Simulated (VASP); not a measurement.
Level of theory: PBEsol GGA, VASP's PBE PAW potentials (set 64) (plane waves; VASP 6.6.1).

Input for VASP

**KPOINTS**
```
K-points
0
Gamma
3 3 6
```

POSCAR:
```
Zn4S3Se
1
    0.0012335487     5.4282033630     5.4206059876
    5.4282033630     0.0012335487     5.4206059876
    2.7147184559     2.7147184559     0.0000000000
Zn Se S
4 1 3
Direct
  0.9924841478   0.9924841478   0.0150317043
  0.9959266841   0.5112241901   0.9928491258
  0.5112241901   0.9959266841   0.9928491258
  0.5003276358   0.5003276358   0.9993447284
  0.1255681311   0.1255681311   0.2488637378
  0.1257827150   0.6240662280   0.2501510570
  0.6240662280   0.1257827150   0.2501510570
  0.6246202681   0.6246202681   0.2507594638
```

**INCAR**
```
SYSTEM = Zn4S3Se
PREC = Accurate; ENCUT = 400; LREAL = .False.
LASPH = .True.
EDIFF = 1E-6; NELM = 100; ALGO = Normal
LMAXMIX = 4
ISMEAR = 0; SIGMA = 0.05
GGA = PS
IBRION = 2; NSW = 60; ISIF = 3
EDIFFG = -0.02
LWAVE = .False.; LCHARG = .False.
```

POTCAR, in this order: Zn Se S (PBE.64 set). Program: vasp_std.

Output

### OSZICAR
```
       N       E                     dE             d eps       ncg     rms          rms(c)
DAV:   1     0.517729237951E+03    0.51773E+03   -0.28763E+04  1376   0.168E+03
DAV:   2     0.348607755738E+02   -0.48287E+03   -0.46955E+03  1403   0.394E+02
DAV:   3    -0.283733889939E+02   -0.63234E+02   -0.62729E+02  1496   0.140E+02
DAV:   4    -0.309452317701E+02   -0.25718E+01   -0.25637E+01  1661   0.284E+01
DAV:   5    -0.309844521843E+02   -0.39220E-01   -0.39192E-01  1618   0.367E+00    0.135E+01
DAV:   6    -0.294171708168E+02    0.15673E+01   -0.41162E+00  2039   0.465E+01    0.102E+01
DAV:   7    -0.294853757960E+02   -0.68205E-01   -0.39032E+00  1490   0.818E+00    0.426E+00
DAV:   8    -0.294432030812E+02    0.42173E-01   -0.20422E-01  1729   0.517E+00    0.147E+00
DAV:   9    -0.294426105281E+02    0.59255E-03   -0.54194E-02  1752   0.266E+00    0.387E-01
DAV:  10    -0.294427541809E+02   -0.14365E-03   -0.27262E-03  1903   0.677E-01    0.282E-01
DAV:  11    -0.294428421576E+02   -0.87977E-04   -0.63009E-04  1752   0.156E-01    0.114E-01
DAV:  12    -0.294429282587E+02   -0.86101E-04   -0.19688E-04  1646   0.160E-01    0.416E-02
DAV:  13    -0.294429373070E+02   -0.90483E-05   -0.22226E-05  1568   0.584E-02    0.317E-02
DAV:  14    -0.294429351351E+02    0.21719E-05   -0.18820E-05  1773   0.268E-02    0.886E-03
DAV:  15    -0.294429354840E+02   -0.34886E-06   -0.40766E-06  1229   0.223E-02
   1 F= -.29442935E+02 E0= -.29442935E+02  d E =-.294429E+02
       N       E                     dE             d eps       ncg     rms          rms(c)
DAV:   1    -0.294431721336E+02   -0.23700E-03   -0.34416E-02  1439   0.104E+00    0.103E-01
DAV:   2    -0.294431194622E+02    0.52671E-04   -0.10088E-03  1792   0.342E-01    0.460E-02
DAV:   3    -0.294430927108E+02    0.26751E-04   -0.71469E-05  1674   0.606E-02    0.275E-02
DAV:   4    -0.294430832134E+02    0.94974E-05   -0.20619E-05  1648   0.382E-02    0.682E-03
DAV:   5    -0.294430833742E+02   -0.16079E-06   -0.63622E-06  1505   0.343E-02
   2 F= -.29443083E+02 E0= -.29443083E+02  d E =-.147890E-03
```

OUTCAR:
```
------------------------ aborting loop because EDIFF is reached ----------------------------------------
  FORCE on cell =-STRESS in cart. coord.  units (eV):
  Direction    XX          YY          ZZ          XY          YZ          ZX
  --------------------------------------------------------------------------------------
  Total        0.0115930      0.0115930      0.0523799     -0.0062784     -0.0000000     -0.0000000
  in kB        0.1163255      0.1163255      0.5255874     -0.0629983     -0.0000000     -0.0000000
  external PRESSURE =       0.2527461 kB  Pullay stress =       0.0000000 kB
  volume of cell :      159.67
      direct lattice vectors                 reciprocal lattice vectors
    -0.000140512  5.427151262  5.421088447    -0.092126980  0.092126980  0.092232400
     5.427151262 -0.000140512  5.421088447     0.092126980 -0.092126980  0.092232400
     2.713505375  2.713505375 -0.000000000     0.184263501  0.184263501 -0.184464801
 POSITION                                       TOTAL-FORCE (eV/Angst)
 -----------------------------------------------------------------------------------
      5.42701      5.42701     10.76197        -0.000000     -0.000000      0.006848
      5.46822      8.09931      8.16927        -0.001140      0.001140     -0.014437
      8.09931      5.46822      8.16927         0.001140     -0.001140     -0.014437
      5.42701      5.42701      5.42571        -0.000000     -0.000000      0.010888
      1.35675      1.35675      1.36212        -0.000000     -0.000000      0.008013
      4.06491      1.36211      4.06491        -0.005652      0.005652      0.002499
      1.36211      4.06491      4.06491         0.005652     -0.005652      0.002499
      4.07026      4.07026      6.77161         0.000000      0.000000     -0.001873
 -----------------------------------------------------------------------------------
    total drift:                               -0.000017     -0.000017     -0.001494
  FREE ENERGIE OF THE ION-ELECTRON SYSTEM (eV)
  ---------------------------------------------------
  free  energy   TOTEN  =       -29.4430833742 eV

  energy  without entropy=      -29.4430833742  energy(sigma->0) =      -29.44308337

 reached required accuracy - stopping structural energy minimisation
```
(Selected blocks of OUTCAR.)

CONTCAR:
```
Zn4S3Se
   1.00000000000000
    -0.0001405116352848    5.4271512617681550    5.4210884465984552
     5.4271512617681550   -0.0001405116352848    5.4210884465984552
     2.7135053751164171    2.7135053751164171   -0.0000000000000045
  Zn              Se              S
     4     1     3
Direct
     0.9926025195756659    0.9926025195756659    0.0147949607486665
     0.9958660020409198    0.5110773634675736    0.9930566344915066
     0.5110773634675736    0.9958660020409198    0.9930566344915066
     0.5004266316526222    0.5004266316526222    0.9991467366947484
     0.1256318897151742    0.1256318897151742    0.2487362205696587
     0.1259160124748478    0.6239175733791665    0.2501664141459785
     0.6239175733791665    0.1259160124748478    0.2501664141459785
     0.6245620076940298    0.6245620076940298    0.2508759846119474
```

The structure was generated: Zn4S3Se was put into an ordered model structure (Amm2), which need not be its known phase. This run relaxes it. Symmetry was kept, so distortions that lower it aren't found. The start is the result of an earlier pass.
